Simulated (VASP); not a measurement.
Method: PBE GGA with D4 dispersion, VASP's PBE PAW potentials (set 64) (plane waves; VASP).

VASP input:

**KPOINTS**
```
k-points along high-symmetry lines
10
Line-mode
Reciprocal
  0.000000   0.000000   0.000000 ! GAMMA
 -0.000000   0.500000   0.000000 ! M

 -0.000000   0.500000   0.000000 ! M
 -0.333333   0.666667   0.000000 ! K

 -0.333333   0.666667   0.000000 ! K
  0.000000   0.000000   0.000000 ! GAMMA

  0.000000   0.000000   0.000000 ! GAMMA
  0.000000   0.000000   0.500000 ! A

  0.000000   0.000000   0.500000 ! A
 -0.000000   0.500000   0.500000 ! L

 -0.000000   0.500000   0.500000 ! L
 -0.333333   0.666667   0.500000 ! H

 -0.333333   0.666667   0.500000 ! H
  0.000000   0.000000   0.500000 ! A

 -0.000000   0.500000   0.500000 ! L
 -0.000000   0.500000   0.000000 ! M

 -0.333333   0.666667   0.500000 ! H
 -0.333333   0.666667   0.000000 ! K
```

**INCAR**
```
# general
SYSTEM  = Lu
PREC    = Accurate
ENCUT   = 520
LREAL   = .FALSE.
LASPH   = .TRUE.
ICHARG  = 11

# electronic loop
EDIFF   = 1E-7
NELM    = 100
ALGO    = Normal
LMAXMIX = 6

# smearing
ISMEAR  = 0
SIGMA   = 0.05

# functional
GGA     = PE
IVDW    = 13

# output
LWAVE   = .FALSE.
LCHARG  = .FALSE.
LORBIT  = 11
```

File POSCAR:
```
Lu
3.490220
  0.5000000597  -0.8660255318   0.0000000000
  0.5000000597   0.8660255318   0.0000000000
  0.0000000000   0.0000000000   1.5614303708
Lu
2
Cart
  0.5000000597   0.2886757546   0.3903575927
  0.5000000597  -0.2886757546   1.1710727781
```

POTCAR, in this order: Lu_3 (PBE.64 set). Program: vasp_std. Read from the step before: CHGCAR.

Output of the run:

File OUTCAR:
```
 ion  position               nearest neighbor table
   1  0.333  0.667  0.250-   2 3.39   2 3.39   2 3.39   2 3.39   2 3.39   2 3.39
   2  0.667  0.333  0.750-   1 3.39   1 3.39   1 3.39   1 3.39   1 3.39   1 3.39
  LATTYP: Found a hexagonal cell.
 ALAT       =     3.4902204912
 C/A-ratio  =     1.5614301511
 Subroutine PRICEL returns:
 Original cell was already a primitive cell.
 Subroutine GETGRP returns: Found 24 space group operations
The static configuration has the point symmetry D_3d.
 The point group associated with its full space group is D_6h.
The dynamic configuration has the point symmetry D_3d.
 Subroutine INISYM returns: Found 24 space group operations
   k-points           NKPTS =     90   k-points in BZ     NKDIM =     90   number of bands    NBANDS=     13
   number of dos      NEDOS =    301   number of ions     NIONS =      2
   total plane-waves  NPLWV =  32928
   dimension x,y,z NGX =    28 NGY =   28 NGZ =   42
   dimension x,y,z NGXF=    56 NGYF=   56 NGZF=   84
   ions per type =               2
   PREC   = accura    normal or accurate (medium, high low for compatibility)
   ISTART =      0    job   : 0-new  1-cont  2-samecut
   ICHARG =     11    charge: 1-file 2-atom 10-const
   ISPIN  =      1    spin polarized calculation?
   LNONCOLLINEAR =      F non collinear calculations
   LSORBIT =      F    spin-orbit coupling
   INIWAV =      1    electr: 0-lowe 1-rand  2-diag
   ENCUT  =  520.0 eV  38.22 Ry    6.18 a.u.   6.49  6.49 10.13*2*pi/ulx,y,z
   NELM   =    100;   NELMIN=  2; NELMDL= -5     # of ELM steps
   EDIFF  = 0.1E-06   stopping-criterion for ELM
   LREAL  =      F    real-space projection
   NLSPLINE    = F    spline interpolate recip. space projectors
   LMAXMIX     =    6 max onsite mixed and CHGCAR
   VOSKOWN=      0    Vosko Wilk Nusair interpolation
   EDIFFG = 0.1E-05   stopping-criterion for IOM
   NSW    =      0    number of steps for IOM
   NBLOCK =      1;   KBLOCK =      1    inner block; outer block
   IBRION =     -1    ionic relax: 0-MD 1-quasi-New 2-CG
   NFREE  =      0    steps in history (QN), initial steepest desc. (CG)
   ISIF   =      2    stress and relaxation
   ISYM   =      2    0-nonsym 1-usesym 2-fastsym
   TEIN   =    0.0    initial temperature
   TEBEG  =    0.0;   TEEND  =   0.0 temperature during run
   SMASS  =  -3.00    Nose mass-parameter (am)
   PSTRESS=    0.0 pullay stress
   NELECT =      18.0000    total number of electrons
   EFERMI =   0.00;   METHOD = LEGACY
   ISMEAR =     0;   SIGMA  =   0.05  broadening in eV -4-tet -1-fermi 0-gaus
   IALGO  =     38    algorithm
   LDIAG  =      T    sub-space diagonalisation (order eigenvalues)
   IMIX   =      4    mixing-type and parameters
     AMIX     =   0.40;   BMIX     =  1.00
     AMIX_MAG =   1.60;   BMIX_MAG =  1.00
     AMIN     =   0.10
   GGA     = PE    functional components
   VOSKOWN =     0    Vosko Wilk Nusair interpolation
   LHFCALC =     F    Hartree Fock is set to
   LHFONE  =     F    Hartree Fock one center treatment
   AEXX    =    0.0000 exact exchange contribution
   IVDW    =    13    specifies the selected vdW correction
   LEPSILON=     F    determine dielectric tensor
   LRPA    =     F    only Hartree local field effects (RPA)
  energy-cutoff  :      520.00
  volume of cell :       57.49
      direct lattice vectors                 reciprocal lattice vectors
     1.745110208 -3.022619632  0.000000000     0.286514856 -0.165419425  0.000000000
     1.745110208  3.022619632  0.000000000     0.286514856  0.165419425  0.000000000
     0.000000000  0.000000000  5.449735509     0.000000000  0.000000000  0.183495144
 k-point     1 :   0.0000 0.0000 0.0000  plane waves:    1533
 k-point     2 :   0.0000 0.0556 0.0000  plane waves:    1535
 k-point     3 :   0.0000 0.1111 0.0000  plane waves:    1541
 k-point     4 :   0.0000 0.1667 0.0000  plane waves:    1543
 k-point     5 :   0.0000 0.2222 0.0000  plane waves:    1547
 k-point     6 :   0.0000 0.2778 0.0000  plane waves:    1555
 k-point     7 :   0.0000 0.3333 0.0000  plane waves:    1547
 k-point     8 :   0.0000 0.3889 0.0000  plane waves:    1544
...
```

**OSZICAR**
```
       N       E                     dE             d eps       ncg     rms          rms(c)
DAV:   1     0.456506703427E+02    0.45651E+02   -0.88091E+03  4133   0.150E+03
DAV:   2    -0.668919730216E+01   -0.52340E+02   -0.51009E+02  4049   0.710E+02
DAV:   3    -0.904803375568E+01   -0.23588E+01   -0.22391E+01  4140   0.654E+01
DAV:   4    -0.916143243095E+01   -0.11340E+00   -0.11102E+00  4243   0.999E+00
DAV:   5    -0.916494014676E+01   -0.35077E-02   -0.34571E-02  4029   0.206E+00
DAV:   6    -0.916509340233E+01   -0.15326E-03   -0.15306E-03  3838   0.398E-01
DAV:   7    -0.916510196715E+01   -0.85648E-05   -0.85646E-05  4017   0.918E-02
DAV:   8    -0.916510266680E+01   -0.69965E-06   -0.69968E-06  3233   0.218E-02
DAV:   9    -0.916510273973E+01   -0.72927E-07   -0.72598E-07  2676   0.783E-03
   1 F= -.95350056E+01 E0= -.95331562E+01  d E =-.369882E-02
```

OUTCAR:
```
 val. band max:        2.9679119885   @ k =   0.0000   0.3333   0.0000

 cond. band min:       2.9792469021   @ k =  -0.2593   0.5185   0.5000



 k-point     1 :       0.0000    0.0000    0.0000
  band No.  band energies     occupation
      1     -24.1228      2.00000
      2     -23.6730      2.00000
      3     -23.6730      2.00000
      4     -23.5837      2.00000
      5     -23.5837      2.00000
      6     -23.5464      2.00000
      7      -3.1961      2.00000
      8       0.4617      2.00000
      9       3.6252      0.00000
     10       5.1045      0.00000
     11       5.1096      0.00000
     12       5.5501      0.00000
     13       5.8759      0.00000

 k-point     2 :       0.0000    0.0556    0.0000
  band No.  band energies     occupation
      1     -24.1175      2.00000
      2     -23.6833      2.00000
      3     -23.6766      2.00000
      4     -23.5948      2.00000
      5     -23.5850      2.00000
      6     -23.5490      2.00000
      7      -3.1209      2.00000
      8       0.5381      2.00000
      9       3.5661      0.00000
     10       4.8718      0.00000
     11       5.1767      0.00000
     12       5.7145      0.00000
     13       5.7814      0.00000

 k-point     3 :       0.0000    0.1111    0.0000
  band No.  band energies     occupation
      1     -24.1021      2.00000
      2     -23.7133      2.00000
      3     -23.6869      2.00000
      4     -23.6265      2.00000
      5     -23.5891      2.00000
      6     -23.5567      2.00000
      7      -2.8987      2.00000
      8       0.7594      2.00000
      9       3.4017      0.00000
     10       4.4524      0.00000
     11       5.3887      0.00000
     12       5.4693      0.00000
     13       6.0063      0.00000

 k-point     4 :       0.0000    0.1667    0.0000
  band No.  band energies     occupation
      1     -24.0774      2.00000
      2     -23.7594      2.00000
      3     -23.7023      2.00000
      4     -23.6741      2.00000
...
```

The density is held fixed in this step, so its total energy and stress have no physical meaning.

The compound is Lu in the hcp structure. It was relaxed first.
